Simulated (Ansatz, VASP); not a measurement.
# CsLi2 in VASP and in Ansatz

INCAR

```
PREC = Accurate
ENCUT = 600
EDIFF = 1E-6
ISMEAR = -1
SIGMA = 0.05
LREAL = False
LASPH = True
NELM = 80
ALGO = Fast
ISIF = 3
LWAVE = False
LCHARG = False
GGA = PE
IBRION = 2
NSW = 60
EDIFFG = -0.02
```

Contents of KPOINTS:

```
Automatic mesh
0
Gamma
  8 8 3
```

File POSCAR:

```
CsLi2
1.0
    3.9663300000      0.0000000000      0.0000000000
   -1.9831700000      3.4349500000      0.0000000000
    0.0000000000      0.0000000000     10.0283800000
Cs Li
1 2
Direct
    0.0000000000      0.0000000000      0.0000000000
    0.3333300000      0.6666700000      0.3486300000
    0.3333300000      0.6666700000      0.6513700000
```

File input.yaml:

```yaml
crystal:
  lattice:
    - [3.96633, 0.0, 0.0]
    - [-1.98317, 3.43495, 0.0]
    - [0.0, 0.0, 10.02838]
  atoms:
    - { symbol: Cs, position: [0.0, 0.0, 0.0] }
    - { symbol: Li, position: [0.33333, 0.66667, 0.34863] }
    - { symbol: Li, position: [0.33333, 0.66667, 0.65137] }
hamiltonian:
  xc: pbe
  pseudopotentials: { kind: paw }
kpoints:
  mp_grid: { grid: [8, 8, 3] }
scf:
  occupations: { method: fermi_dirac, width: 0.05 }
output:
  forces: true
  stress: true
  eigenvalues: true
  write_density: true
  write_potential: true
  elf: true
  volumetric_format: npy
relax:
  f_tol: 0.01
  max_steps: 40
  cell: { stress_tol: 0.05 }
```

The cell was built by a generator and needn't be a form met in nature.

Alike in both runs: task relaxation of cell and atoms; functional PBE; k mesh 8 × 8 × 3; occupations fermi-dirac, width 0.05 eV; no spin polarisation.

|  | VASP | Ansatz |
| --- | --- | --- |
| version | VASP 6.6.1 | Ansatz 0.2.0 |
| potentials or method | VASP PAW PBE potentials, release 64 (Cs_sv, Li) | Ansatz PAW |
| plane-wave cutoff (eV) | 600 | 420 |
| valence electrons in the cell | 11 | 15 |

Ansatz gave:

```
gap on the k mesh at the Fermi level, each at its own relaxed structure (eV) : none
relaxed volume (Å³/atom)                                                     : 45.48
relaxed cell length with the largest relative difference (Å)                 : 9.940
energy change over the relaxation (meV/atom)                                 : 0
```

Estimate VASP's values.

gap on the k mesh at the Fermi level, each at its own relaxed structure (eV): none; relaxed volume (Å³/atom): 45.46; relaxed cell length with the largest relative difference (Å): 9.963; energy change over the relaxation (meV/atom): -5.

A gap of «none» marks a metal or a gap that the smearing closes. The two sets of potentials don't hold the same shells in valence.

Caveats: the plane-wave basis is chosen anew once the cell has moved, so the energies of steps on either side of that aren't comparable (Ansatz). The runs have no spin-orbit coupling, so splittings on Cs are missing.
